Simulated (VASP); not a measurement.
Here is the system:

```
CELL_PARAMETERS angstrom
      0.00000     3.34748     3.34748
      3.34748     0.00000     3.34748
      3.34748     3.34748     0.00000
ATOMIC_POSITIONS crystal
  K  0.00000 0.00000 0.00000
  Br 0.50000 0.50000 0.50000
```

Computed with PBE GGA with D3 dispersion (zero damping), VASP's PBE PAW potentials (set 64) (plane waves; VASP 6.6.1). Numerical set-up: 520 eV cut-off, Gaussian smearing of 0.050 eV, potentials K_sv Br.

Q: Predict the band gap (along the path) with the smallest direct gap where there is one.

A: 
```
Item                                    Value
------------------------------------  -------
band gap (along the path)             4.32 eV
smallest direct gap (along the path)  4.32 eV
```

Only differences to runs with the same potentials and settings are physical.

The compound is KBr in the rock salt structure. It was relaxed first.
